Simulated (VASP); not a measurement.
Input:

```
BaF2
1.0
    0.00000     3.01475     3.01475
    3.01475     0.00000     3.01475
    3.01475     3.01475     0.00000
Ba F
1 2
Direct
  0.00000   0.00000   0.00000
  0.25000   0.25000   0.25000
  0.75000   0.75000   0.75000
```

Method: LDA (Ceperley-Alder, Perdew-Zunger), VASP's LDA PAW potentials (set 64) (plane waves; VASP 6.6.1). Numerical set-up: 520 eV cut-off, 6×6×6 Γ-centred mesh, Gaussian smearing of 0.050 eV, potentials Ba_sv F.

Give the stress tensor in GPa (positive for a compressed cell).

```
2.30  0.00  0.00
0.00  2.30  0.00
0.00  0.00  2.30
```
The pressure is its mean diagonal, 2.30 GPa.

The compound is BaF2 in the fluorite structure. This cell is one point of a volume scan, at 0.97 of the reference volume.
